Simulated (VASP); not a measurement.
Calculation: PBEsol GGA, VASP's PBE PAW potentials (set 64) (plane waves; VASP 6.6.1).

The input files of a VASP run:

### INCAR
```
SYSTEM = WS2
PREC = Accurate
ENCUT = 520
EDIFF = 1E-7
NELM = 100
ALGO = Normal
LREAL = .FALSE.
LASPH = .TRUE.
ISMEAR = -5
GGA = PS
LMAXMIX = 6
LWAVE = .FALSE.
LCHARG = .TRUE.
LORBIT = 11
NEDOS = 601
ISIF = 2
LEFG = .TRUE.
```

File POSCAR:
```
WS2
1
    1.5737450032    -2.7258062819     0.0000000000
    1.5737450032     2.7258062819     0.0000000000
    0.0000000000     0.0000000000    12.6411951945
W S
2 4
Direct
  0.3333330000   0.6666670000   0.2500000000
  0.6666670000   0.3333330000   0.7500000000
  0.3333330000   0.6666670000   0.8740071211
  0.6666670000   0.3333330000   0.3740071211
  0.6666670000   0.3333330000   0.1259928789
  0.3333330000   0.6666670000   0.6259928789
```

**KPOINTS**
```
Automatic mesh
0
Gamma
9 9 2
0 0 0
```

POTCAR, in this order: W_sv S (PBE.64 set). Program: vasp_std.

The run wrote:

### OUTCAR
```
 ion  position               nearest neighbor table
   1  0.333  0.667  0.250-   4 2.40   5 2.40   4 2.40   5 2.40   4 2.40   5 2.40
   2  0.667  0.333  0.750-   3 2.40   6 2.40   3 2.40   6 2.40   3 2.40   6 2.40
   3  0.333  0.667  0.874-   2 2.40   2 2.40   2 2.40
   4  0.667  0.333  0.374-   1 2.40   1 2.40   1 2.40
   5  0.667  0.333  0.126-   1 2.40   1 2.40   1 2.40
   6  0.333  0.667  0.626-   2 2.40   2 2.40   2 2.40
  LATTYP: Found a hexagonal cell.
 ALAT       =     3.1474899875
 C/A-ratio  =     4.0162781278
 Subroutine PRICEL returns:
 Original cell was already a primitive cell.
 Subroutine GETGRP returns: Found 24 space group operations
The static configuration has the point symmetry D_3d.
 The point group associated with its full space group is D_6h.
The dynamic configuration has the point symmetry D_3d.
 Subroutine INISYM returns: Found 24 space group operations
 Subroutine IBZKPT returns following result:
 Found     24 irreducible k-points:

 Following reciprocal coordinates:
            Coordinates               Weight
  0.000000  0.000000  0.000000      1.000000
  0.111111  0.000000  0.000000      6.000000
  0.222222  0.000000  0.000000      6.000000
...
```

OSZICAR:
```
       N       E                     dE             d eps       ncg     rms          rms(c)
DAV:   1     0.523335274331E+03    0.52334E+03   -0.28967E+04  1664   0.167E+03
DAV:   2    -0.187637477665E+02   -0.54210E+03   -0.53055E+03  1809   0.446E+02
DAV:   3    -0.522675856791E+02   -0.33504E+02   -0.33302E+02  1872   0.101E+02
DAV:   4    -0.531033146651E+02   -0.83573E+00   -0.83355E+00  1836   0.165E+01
DAV:   5    -0.531254687539E+02   -0.22154E-01   -0.22146E-01  1837   0.273E+00    0.398E+01
DAV:   6    -0.509206060347E+02    0.22049E+01   -0.12050E+01  1706   0.205E+01    0.171E+01
DAV:   7    -0.506743481727E+02    0.24626E+00   -0.34627E+00  1753   0.853E+00    0.620E+00
DAV:   8    -0.505552984607E+02    0.11905E+00   -0.57220E-01  1921   0.447E+00    0.199E+00
DAV:   9    -0.505560855155E+02   -0.78705E-03   -0.59294E-02  2047   0.123E+00    0.989E-01
DAV:  10    -0.505539251752E+02    0.21603E-02   -0.29165E-02  1844   0.108E+00    0.376E-01
DAV:  11    -0.505535747615E+02    0.35041E-03   -0.45322E-03  1795   0.412E-01    0.156E-01
DAV:  12    -0.505535430846E+02    0.31677E-04   -0.19813E-04  1828   0.932E-02    0.579E-02
DAV:  13    -0.505535523470E+02   -0.92624E-05   -0.96110E-05  1861   0.540E-02    0.181E-02
DAV:  14    -0.505535533990E+02   -0.10520E-05   -0.61874E-06  1797   0.165E-02    0.119E-02
DAV:  15    -0.505535533858E+02    0.13160E-07   -0.12476E-06  1697   0.606E-03    0.378E-03
DAV:  16    -0.505535535040E+02   -0.11820E-06   -0.54097E-07  1718   0.372E-03    0.119E-03
DAV:  17    -0.505535535104E+02   -0.63574E-08   -0.38899E-08  1185   0.120E-03
   1 F= -.50553554E+02 E0= -.50553554E+02  d E =0.000000E+00
```

**OUTCAR**
```
------------------------ aborting loop because EDIFF is reached ----------------------------------------
  FORCE on cell =-STRESS in cart. coord.  units (eV):
  Direction    XX          YY          ZZ          XY          YZ          ZX
  --------------------------------------------------------------------------------------
  Total       -0.0333558     -0.0333558      0.0731969      0.0000000      0.0000000     -0.0000000
  in kB       -0.4927589     -0.4927588      1.0813231      0.0000000      0.0000000     -0.0000000
  external PRESSURE =       0.0319351 kB  Pullay stress =       0.0000000 kB
  volume of cell :      108.45
      direct lattice vectors                 reciprocal lattice vectors
     1.573745003 -2.725806282  0.000000000     0.317713479 -0.183431964  0.000000000
     1.573745003  2.725806282  0.000000000     0.317713479  0.183431964  0.000000000
     0.000000000  0.000000000 12.641195194     0.000000000  0.000000000  0.079106444
 POSITION                                       TOTAL-FORCE (eV/Angst)
 -----------------------------------------------------------------------------------
      1.57375      0.90860      3.16030         0.000000     -0.000000      0.000000
      1.57375     -0.90860      9.48090        -0.000000      0.000000      0.000000
      1.57375      0.90860     11.04849         0.000000      0.000000      0.008354
      1.57375     -0.90860      4.72790         0.000000     -0.000000      0.008354
      1.57375     -0.90860      1.59270        -0.000000      0.000000     -0.008354
      1.57375      0.90860      7.91330         0.000000      0.000000     -0.008354
 -----------------------------------------------------------------------------------
    total drift:                                0.000000      0.001151     -0.000033
  FREE ENERGIE OF THE ION-ELECTRON SYSTEM (eV)
  ---------------------------------------------------
  free  energy   TOTEN  =       -50.5535535104 eV

  energy  without entropy=      -50.5535535104  energy(sigma->0) =      -50.55355351

 total charge

# of ion       s       p       d       tot
------------------------------------------
    1        2.326   6.339   3.416  12.082
    2        2.326   6.339   3.416  12.082
    3        1.353   2.348   0.000   3.701
    4        1.353   2.348   0.000   3.701
    5        1.353   2.348   0.000   3.701
    6        1.353   2.348   0.000   3.701
--------------------------------------------------
tot         10.063  22.071   6.833  38.967

 Electric field gradients after diagonalization (V/A^2)
 (convention: |V_zz| > |V_xx| > |V_yy|)
----------------------------------------------------------------------
 ion       V_xx      V_yy      V_zz     asymmetry (V_yy - V_xx)/ V_zz
----------------------------------------------------------------------
   1      77.386    77.385  -154.771       0.000
   2      77.386    77.385  -154.771       0.000
   3      22.696    22.695   -45.390       0.000
   4      22.696    22.695   -45.390       0.000
   5      22.696    22.695   -45.390       0.000
   6      22.696    22.695   -45.390       0.000
```
(Selected blocks of OUTCAR.)

Without a dispersion term in the relaxation, distances and binding between the weakly bound layers, chains or molecules are unreliable, and so is what depends on them.

The compound is WS2 in the 2H layered structure. It was relaxed first.
